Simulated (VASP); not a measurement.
# Mg6FeSn (Amm2) in VASP: reference runs

Reference runs on Mg6FeSn: the cell as given and a disturbed copy.

All numbers are computed with VASP 6.6.1; they aren't measurements. Logs are shortened: lines on timing, memory, paths and dates and some standing lists are left out, and cuts for length are marked.

### Step 1. Starting point

Symmetry: Amm2, No. 38, orthorhombic system. Conventional cell: a = 4.924 Å, b = 6.344 Å, c = 10.727 Å, α = 90.00°, β = 90.00°, γ = 90.00°. Around Sn (site symmetry mm2) lie 10 Mg at 3.00 to 3.23 Å and 2 Fe at 3.07 Å. Fe (site symmetry mm2) has 10 Mg at 2.99 to 3.18 Å and 2 Sn at 3.07 Å as nearest neighbours. Mg (site symmetry mm2) is surrounded by 10 Mg at 3.04 to 3.14 Å and 2 Sn at 3.17 Å. Mg (site symmetry m) is surrounded by 2 Fe at 2.99 Å and 2 Sn at 3.00 to 3.23 Å and 8 Mg at 3.03 to 3.32 Å. Mg (site symmetry mm2) is surrounded by 10 Mg at 3.07 to 3.12 Å and 2 Fe at 3.17 Å. Mg (site symmetry m) is surrounded by 8 Mg at 3.04 to 3.25 Å and 2 Fe at 3.05 to 3.18 Å and 2 Sn at 3.08 Å.

The cell comes from a database or a generator and needn't be the stable form of this composition.

### Step 2. Single point, PBE, collinear spin, ferromagnetic start

INCAR

```
SYSTEM = Mg6FeSn
PREC = Accurate ; ENCUT = 520
EDIFF = 1E-7 ; ISMEAR = -1
SIGMA = 0.05 ; LREAL = .FALSE.
LASPH = .TRUE. ; NELM = 100
ALGO = Normal ; ISIF = 2
LWAVE = .FALSE. ; LCHARG = .FALSE.
ISPIN = 2 ; MAGMOM = 0 3 0 0 0 0 0 0
LORBIT = 11 ; LMAXMIX = 4
GGA = PE ; NBANDS = 31
```

KPOINTS

```
regular mesh
0
G
  6 5 5
  0 0 0
```

POSCAR

```
Mg6FeSn
1.0
    4.9243800000      0.0000000000      0.0000000000
    0.0000000000      3.1717560000      5.3635525000
    0.0000000000     -3.1717560000      5.3635525000
Sn Fe Mg
1 1 6
Direct
    0.5000000000      0.6686770000      0.6686770000
    0.0000000000      0.8392160000      0.8392160000
    0.5000000000      0.1664120000      0.1664120000
    0.5000000000      0.6717130000      0.1486090000
    0.5000000000      0.1486090000      0.6717130000
    0.0000000000      0.3368960000      0.3368960000
    0.0000000000      0.8400360000      0.3284400000
    0.0000000000      0.3284400000      0.8400360000
```

Potentials or basis: VASP PAW PBE potentials, release 64 (Sn_d, Fe, Mg).

Command:

```console
$ cat potpaw_PBE.64/Sn_d/POTCAR potpaw_PBE.64/Fe/POTCAR potpaw_PBE.64/Mg/POTCAR > POTCAR
$ mpirun -np 1 vasp_std > vasp.out
```

OUTCAR:

```text
SYSTEM = Mg6FeSn
   PREC = Accurate
   ENCUT = 520
   EDIFF = 1E-7
   ISMEAR = -1
   LREAL = .FALSE.
   LASPH = .TRUE.
   NELM = 100
   ISIF = 2
   ISPIN = 2
   LORBIT = 11
   GGA = PE

 ion  position               nearest neighbor table
   1  0.500  0.669  0.669-   4 3.00   5 3.00   2 3.07   2 3.07   8 3.08   7 3.08   7 3.08   8 3.08
                             3 3.17   3 3.17   5 3.23   4 3.23
   2  0.000  0.839  0.839-   4 2.99   5 2.99   4 2.99   5 2.99   7 3.05   8 3.05   1 3.07   1 3.07
                             6 3.17   6 3.17   8 3.18   7 3.18
   3  0.500  0.166  0.166-   7 3.04   8 3.04   7 3.04   8 3.04   6 3.07   6 3.07   4 3.10   5 3.10
                             4 3.14   5 3.14   1 3.17   1 3.17
   4  0.500  0.672  0.149-   2 2.99   2 2.99   1 3.00   5 3.03   6 3.07   6 3.07   7 3.09   7 3.09
                             3 3.10   3 3.14   1 3.23   5 3.32
   5  0.500  0.149  0.672-   2 2.99   2 2.99   1 3.00   4 3.03   6 3.07   6 3.07   8 3.09   8 3.09
                             3 3.10   3 3.14   1 3.23   4 3.32
   6  0.000  0.337  0.337-   3 3.07   3 3.07   5 3.07   4 3.07   4 3.07   5 3.07   7 3.11   8 3.11
                             8 3.12   7 3.12   2 3.17   2 3.17
   7  0.000  0.840  0.328-   3 3.04   3 3.04   2 3.05   1 3.08   1 3.08   4 3.09   4 3.09   8 3.10
                             6 3.11   6 3.12   2 3.18   8 3.25
   8  0.000  0.328  0.840-   3 3.04   3 3.04   2 3.05   1 3.08   1 3.08   5 3.09   5 3.09   7 3.10
                             6 3.11   6 3.12   2 3.18   7 3.25

  LATTYP: Found a base centered orthorhombic cell.
 ALAT       =     6.3435120000
 B/A-ratio  =     1.6910356597
 C/A-ratio  =     0.7762860699

  Lattice vectors:

 A1 = (   0.0000000000,   3.1717560000,  -5.3635525000)
 A2 = (   0.0000000000,   3.1717560000,   5.3635525000)
 A3 = (   4.9243800000,   0.0000000000,   0.0000000000)

Analysis of symmetry for initial positions (statically):
=====================================================================
 Subroutine PRICEL returns:
 Original cell was already a primitive cell.

 Routine SETGRP: Setting up the symmetry group for a
 base centered orthorhombic supercell.

 Subroutine GETGRP returns: Found  4 space group operations
 (whereof  4 operations were pure point group operations)
 out of a pool of  8 trial point group operations.

The static configuration has the point symmetry C_2v.

Analysis of symmetry for dynamics (positions and initial velocities):
=====================================================================
 Subroutine PRICEL returns:
 Original cell was already a primitive cell.

 Routine SETGRP: Setting up the symmetry group for a
 base centered orthorhombic supercell.

 Subroutine GETGRP returns: Found  4 space group operations
 (whereof  4 operations were pure point group operations)
 out of a pool of  8 trial point group operations.

The dynamic configuration has the point symmetry C_2v.

Analysis of structural, dynamic, and magnetic symmetry:
=====================================================================
 Subroutine PRICEL returns:
 Original cell was already a primitive cell.

 Routine SETGRP: Setting up the symmetry group for a
 base centered orthorhombic supercell.

 Subroutine GETGRP returns: Found  4 space group operations
 (whereof  4 operations were pure point group operations)
 out of a pool of  8 trial point group operations.

The overall configuration has the point symmetry C_2v.

 Subroutine INISYM returns: Found  4 space group operations
 (whereof  4 operations are pure point group operations),
 and found     1 'primitive' translations

----------------------------------------------------------------------------------------

                                     Primitive cell

  volume of cell :     167.5459

  direct lattice vectors                    reciprocal lattice vectors
     4.924380000  0.000000000  0.000000000     0.203071250  0.000000000  0.000000000
     0.000000000  3.171756000  5.363552500     0.000000000  0.157641382  0.093221797
     0.000000000 -3.171756000  5.363552500     0.000000000 -0.157641382  0.093221797

  length of vectors
     4.924380000  6.231190219  6.231190219     0.203071250  0.183142318  0.183142318

  position of ions in fractional coordinates (direct lattice)
     0.500000000  0.668677000  0.668677000
     0.000000000  0.839216000  0.839216000
     0.500000000  0.166412000  0.166412000
     0.500000000  0.671713000  0.148609000
     0.500000000  0.148609000  0.671713000
     0.000000000  0.336896000  0.336896000
[... 78 lines left out ...]
   ICHARG =      2    charge: 1-file 2-atom 10-const
   ISPIN  =      2    spin polarized calculation?
   LNONCOLLINEAR =      F non collinear calculations
   LSORBIT =      F    spin-orbit coupling
   LASPH  =      T    aspherical Exc in radial PAW
   ENCUT  =  520.0 eV  38.22 Ry    6.18 a.u.   9.16 11.59 11.59*2*pi/ulx,y,z
   NELM   =    100;   NELMIN=  2; NELMDL= -5     # of ELM steps
   EDIFF  = 0.1E-06   stopping-criterion for ELM
   LREAL  =      F    real-space projection
   EDIFFG = 0.1E-05   stopping-criterion for IOM
   NSW    =      0    number of steps for IOM
   IBRION =     -1    ionic relax: 0-MD 1-quasi-New 2-CG
   NFREE  =      0    steps in history (QN), initial steepest desc. (CG)
   ISIF   =      2    stress and relaxation
   ISYM   =      2    0-nonsym 1-usesym 2-fastsym
   POTIM  = 0.5000    time-step for ionic-motion
   TEBEG  =    0.0;   TEEND  =   0.0 temperature during run
   PSTRESS=    0.0 pullay stress
   NELECT =      34.0000    total number of electrons
   NUPDOWN=      -1.0000    fix difference up-down
   EMIN   =  10.00;   EMAX   =-10.00  energy-range for DOS
   EFERMI =   0.00;   METHOD = LEGACY
   ISMEAR =    -1;   SIGMA  =   0.05  broadening in eV -4-tet -1-fermi 0-gaus
   EFERMI_NEDOS =   21; number of points for ismear=-14 and -15
   IALGO  =     38    algorithm
   IMIX   =      4    mixing-type and parameters
     AMIX     =   0.40;   BMIX     =  1.00
     AMIX_MAG =   1.60;   BMIX_MAG =  1.00
  volume/ion in A,a.u.               =      20.94       141.33
  Fermi-wavevector in a.u.,A,eV,Ry     =   0.962033  1.817978 12.592287  0.925507
  Thomas-Fermi vector in A             =   2.091456
   LORBIT       =     11    0 simple, 1 ext, 2 COOP (PROOUT), +10 PAW based schemes
   GGA     = PE    functional components
   LHFCALC =     F    Hartree Fock is set to
   AEXX    =    0.0000 exact exchange contribution
   IVDW    =     0    specifies the selected vdW correction
   LEPSILON=     F    determine dielectric tensor
   LRPA    =     F    only Hartree local field effects (RPA)
 spin polarized calculation
  energy-cutoff  :      520.00
  volume of cell :      167.55
 maximum number of plane-waves:      4546
 NGX is ok and might be reduce to    40
   NGX = 19   NGY = 23   NGZ = 23

 number of electron      34.0000002 magnetization       2.1938716

 Free energy of the ion-electron system (eV)
  ---------------------------------------------------
  ext. energy  EPLUGINS =         0.00000000
  ---------------------------------------------------
  free energy    TOTEN  =       -20.44115721 eV

  energy without entropy =      -20.40144070  energy(sigma->0) =      -20.42129896

 E-fermi :   3.9836     XC(G=0):  -9.2904

 val. band max:        3.9780050304   @ k =   0.3333   0.4000   0.4000
 cond. band min:       3.9857845184   @ k =   0.1667   0.4000   0.2000
 fundamental gap:      0.0077794880
 Fermi energy:         3.9836376639

 spin component 1

 k-point     1 :       0.0000    0.0000    0.0000
  band No.  band energies     occupation
      1     -17.2812      1.00000
      2     -17.2776      1.00000
      3     -17.2679      1.00000
      4     -17.2638      1.00000
      5     -17.2565      1.00000
      6      -4.7588      1.00000
[... 757 lines left out ...]
     28       9.2068      0.00000
     29       9.3312      0.00000

 [... further k-points ...]

 spin component 2

 k-point     1 :       0.0000    0.0000    0.0000
  band No.  band energies     occupation
      1     -17.2857      1.00000
      2     -17.2822      1.00000
      3     -17.2748      1.00000
      4     -17.2741      1.00000
      5     -17.2648      1.00000
      6      -4.8008      1.00000
[... 757 lines left out ...]
     28       9.2829      0.00000
     29       9.3049      0.00000

 [... further k-points ...]

 [bands above 29 left out]

------------------------ aborting loop because EDIFF is reached ----------------------------------------

  FORCE on cell =-STRESS in cart. coord.  units (eV):
  Direction    XX          YY          ZZ          XY          YZ          ZX
  --------------------------------------------------------------------------------------
  -------------------------------------------------------------------------------------
  Total       -0.8256636     -0.6234604     -0.5054832      0.0000000      0.0000000      0.0000000
  in kB       -7.8955039     -5.9619125     -4.8337416      0.0000000      0.0000000      0.0000000
  external PRESSURE =      -6.2303860 kB  Pullay stress =       0.0000000 kB

 VOLUME and BASIS-vectors are now :
 -----------------------------------------------------------------------------
  energy-cutoff  :      520.00
  volume of cell :      167.55
      direct lattice vectors                 reciprocal lattice vectors
     4.924380000  0.000000000  0.000000000     0.203071250  0.000000000  0.000000000
     0.000000000  3.171756000  5.363552500     0.000000000  0.157641382  0.093221797
     0.000000000 -3.171756000  5.363552500     0.000000000 -0.157641382  0.093221797

 POSITION                                       TOTAL-FORCE (eV/Angst)
 -----------------------------------------------------------------------------------
      2.46219      0.00000      7.17297         0.000000      0.000000      0.029308
      0.00000      0.00000      9.00236         0.000000      0.000000      0.033495
      2.46219      0.00000      1.78512         0.000000      0.000000      0.042283
      2.46219      1.65916      4.39984         0.000000     -0.023745      0.015693
      2.46219     -1.65916      4.39984         0.000000      0.023745      0.015693
      0.00000      0.00000      3.61392         0.000000      0.000000     -0.044293
      0.00000      1.62266      6.26718         0.000000      0.015070     -0.046090
      0.00000     -1.62266      6.26718         0.000000     -0.015070     -0.046090
 -----------------------------------------------------------------------------------
    total drift:                               -0.000000     -0.000000     -0.000842

  FREE ENERGIE OF THE ION-ELECTRON SYSTEM (eV)
  ---------------------------------------------------
  free  energy   TOTEN  =       -20.4411572150 eV

  energy  without entropy=      -20.4014406960  energy(sigma->0) =      -20.42129896

 total charge

# of ion       s       p       d       tot
------------------------------------------
    1        1.180   1.163   9.968  12.312
    2        0.344   0.236   6.172   6.751
    3        0.216   0.136   0.017   0.368
    4        0.201   0.138   0.017   0.357
    5        0.201   0.138   0.017   0.357
    6        0.208   0.143   0.012   0.363
    7        0.199   0.136   0.017   0.352
    8        0.199   0.136   0.017   0.352
--------------------------------------------------
tot          2.749   2.226  16.237  21.211

 magnetization (x)

# of ion       s       p       d       tot
------------------------------------------
    1        0.007  -0.041  -0.005  -0.040
    2        0.030   0.013   2.550   2.593
    3        0.002   0.002  -0.001   0.002
    4       -0.009  -0.008  -0.001  -0.018
    5       -0.009  -0.008  -0.001  -0.018
    6       -0.005  -0.007  -0.001  -0.013
    7       -0.006  -0.006  -0.001  -0.014
    8       -0.006  -0.006  -0.001  -0.014
--------------------------------------------------
tot          0.003  -0.062   2.538   2.479
```

Wall time 10 min (1 thread of Intel Xeon Platinum 8375C at 2.90GHz (Ice Lake), shared host); peak memory 0.56 GiB.

Results:

| Property | Result |
| --- | --- |
| Free energy | -20.4412 eV |
| Pressure | -0.6 GPa |
| Largest force | 0.048 eV/Å |
| Band gap on the k mesh | none (metal or under the smearing width) |
| Net moment | 2.19 μB per cell |
| Site moments | Sn -0.04; Fe +2.59; Mg +0.00, -0.02, -0.01 μB |
| Valence electrons inside the program's atomic spheres | Sn 12.31; Fe 6.75; Mg 0.37, 0.36, 0.35 |

Forces on the atoms (eV/Å):
```
Sn   0.000  0.000  0.029
Fe   0.000  0.000  0.033
Mg   0.000  0.000  0.042
Mg   0.000 -0.024  0.016
Mg   0.000  0.024  0.016
Mg   0.000  0.000 -0.044
Mg   0.000  0.015 -0.046
Mg   0.000 -0.015 -0.046
```

Stress tensor (GPa, compression positive):
```
-0.79  0.00  0.00
 0.00 -0.60  0.00
 0.00  0.00 -0.48
```

Levels at points of the mesh, in eV from the Fermi level:
Spin up:
| k point | band 14 | band 15 | band 16 | band 17 | band 18 | band 19 | band 20 | band 21 | band 22 | band 23 |
| --- | --- | --- | --- | --- | --- | --- | --- | --- | --- | --- |
| (0.00, 0.00, 0.00) | -2.01 | -1.98 | -1.95 | -1.65 | -1.56 | -0.50 | 1.93 | 2.95 | 3.05 | 3.08 |
| (0.50, 0.00, 0.00) | -2.03 | -1.89 | -1.59 | -0.96 | -0.84 | -0.74 | -0.29 | -0.18 | 0.30 | 0.36 |
Spin down:
```
           k point  band 12  band 13  band 14  band 15  band 16  band 17  band 18  band 19  band 20  band 21
(0.00, 0.00, 0.00)    -2.22    -2.21    -1.20    -0.44    -0.42     0.36     0.37     1.03     2.11     2.93
(0.50, 0.00, 0.00)    -1.32    -1.23    -1.19    -1.15    -0.79    -0.79    -0.46    -0.31     0.67     0.87
```

### Step 3. Single point, PBE, collinear spin, ferromagnetic start (atoms moved at random, drawn with an rms of 0.05 Å)

INCAR

```
ALGO = Normal
EDIFF = 1E-7
ENCUT = 520
GGA = PE
ISIF = 2
ISMEAR = -1
ISPIN = 2
LASPH = T
LCHARG = T
LELF = T
LMAXMIX = 4
LORBIT = 11
LREAL = F
LVHAR = T
LWAVE = F
MAGMOM = 0 3 0 0 0 0 0 0
NBANDS = 31
NELM = 100
PREC = Accurate
SIGMA = 0.05
```

KPOINTS

```
k-points
0
Gamma
  6 5 5
```

POSCAR

```
Mg6FeSn
1.0
    4.9243800000      0.0000000000      0.0000000000
    0.0000000000      3.1717560000      5.3635525000
    0.0000000000     -3.1717560000      5.3635525000
Sn Fe Mg
1 1 6
Direct
    0.4908550000      0.6707420000      0.6652460000
   -0.0118050000      0.8327200000      0.8409350000
    0.4971820000      0.1678270000      0.1682210000
    0.4989330000      0.6711170000      0.1442920000
    0.5022440000      0.1470190000      0.6700250000
   -0.0006190000      0.3338910000      0.3419690000
   -0.0074130000      0.8421040000      0.3191110000
   -0.0063590000      0.3254330000      0.8358060000
```

Potentials or basis: VASP PAW PBE potentials, release 64 (Sn_d, Fe, Mg).

Command:

```console
$ cat potpaw_PBE.64/Sn_d/POTCAR potpaw_PBE.64/Fe/POTCAR potpaw_PBE.64/Mg/POTCAR > POTCAR
$ mpirun -np 1 vasp_std > vasp.out
```

OUTCAR:

```text
EDIFF = 1E-7
   ENCUT = 520
   GGA = PE
   ISIF = 2
   ISMEAR = -1
   ISPIN = 2
   LASPH = T
   LORBIT = 11
   LREAL = F
   NELM = 100
   PREC = Accurate

 ion  position               nearest neighbor table
   1  0.491  0.671  0.665-   5 2.98   4 2.99   2 3.05   2 3.07   8 3.09   7 3.10   7 3.11   8 3.11
                             3 3.15   3 3.19   4 3.25   5 3.25
   2  0.988  0.833  0.841-   4 2.93   5 2.95   7 3.01   4 3.01   1 3.05   8 3.06   5 3.06   1 3.07
                             6 3.17   6 3.17   8 3.18   7 3.22
   3  0.497  0.168  0.168-   7 3.02   8 3.04   6 3.05   7 3.06   5 3.07   4 3.07   6 3.07   8 3.07
                             1 3.15   5 3.17   4 3.17   1 3.19
[... 1801 lines left out ...]
      2.47324     -1.65885      4.38226        -0.096906     -0.003002      0.087117
      4.92133     -0.02562      3.62501        -0.000348      0.088130     -0.168201
      4.88788      1.65881      6.22824         0.058563     -0.061170     -0.016550
      4.89307     -1.61878      6.22837         0.058514     -0.029489      0.088765
 -----------------------------------------------------------------------------------
    total drift:                                0.000435     -0.000182     -0.000033

  FREE ENERGIE OF THE ION-ELECTRON SYSTEM (eV)
  ---------------------------------------------------
  free  energy   TOTEN  =       -20.4292688487 eV

  energy  without entropy=      -20.3888737571  energy(sigma->0) =      -20.40907130

 total charge

# of ion       s       p       d       tot
------------------------------------------
    1        1.180   1.161   9.968  12.309
    2        0.345   0.237   6.174   6.756
    3        0.216   0.136   0.016   0.368
    4        0.202   0.139   0.018   0.358
    5        0.202   0.139   0.018   0.358
    6        0.208   0.143   0.012   0.363
    7        0.200   0.136   0.016   0.353
    8        0.199   0.136   0.016   0.352
--------------------------------------------------
tot          2.752   2.226  16.239  21.217

 magnetization (x)

# of ion       s       p       d       tot
------------------------------------------
    1        0.007  -0.041  -0.005  -0.039
    2        0.030   0.013   2.542   2.585
    3        0.002   0.002  -0.001   0.003
    4       -0.009  -0.008  -0.001  -0.018
    5       -0.008  -0.008  -0.001  -0.018
    6       -0.005  -0.007  -0.001  -0.013
    7       -0.006  -0.006  -0.001  -0.013
    8       -0.006  -0.006  -0.001  -0.013
--------------------------------------------------
tot          0.003  -0.061   2.531   2.474
```

Wall time 23 min (1 thread of Intel Xeon Platinum 8375C at 2.90GHz (Ice Lake), shared host); peak memory 0.8 GiB.

Results:

* Free energy: -20.4293 eV
* Pressure: -0.6 GPa
* Largest force: 0.190 eV/Å
* Band gap on the k mesh: none (metal or under the smearing width)
* Net moment: 2.20 μB per cell
* Site moments: Sn -0.04; Fe +2.58; Mg +0.00, -0.02, -0.01 μB
* Valence electrons inside the program's atomic spheres: Sn 12.31; Fe 6.76; Mg 0.37, 0.36, 0.35

Forces in eV/Å, atoms in the order of the input:
```
Sn   0.011 -0.044 -0.050
Fe   0.071  0.065  0.033
Mg  -0.037  0.048 -0.049
Mg  -0.065 -0.064  0.075
Mg  -0.097 -0.003  0.087
Mg   0.000  0.088 -0.168
Mg   0.059 -0.061 -0.017
Mg   0.059 -0.029  0.089
```

Levels at points of the mesh, in eV from the Fermi level:
Spin up:
```
           k point  band 14  band 15  band 16  band 17  band 18  band 19  band 20  band 21  band 22  band 23
(0.00, 0.00, 0.00)    -2.02    -2.00    -1.92    -1.64    -1.56    -0.49     1.96     2.96     3.04     3.10
(0.50, 0.00, 0.00)    -2.01    -1.91    -1.57    -0.98    -0.85    -0.76    -0.31    -0.17     0.31     0.34
```
Spin down:
| k point | band 14 | band 15 | band 16 | band 17 | band 18 | band 19 |
| --- | --- | --- | --- | --- | --- | --- |
| (0.00, 0.00, 0.00) | -1.18 | -0.45 | -0.42 | 0.36 | 0.37 | 1.02 |
| (0.50, 0.00, 0.00) | -1.19 | -1.15 | -0.82 | -0.76 | -0.46 | -0.33 |
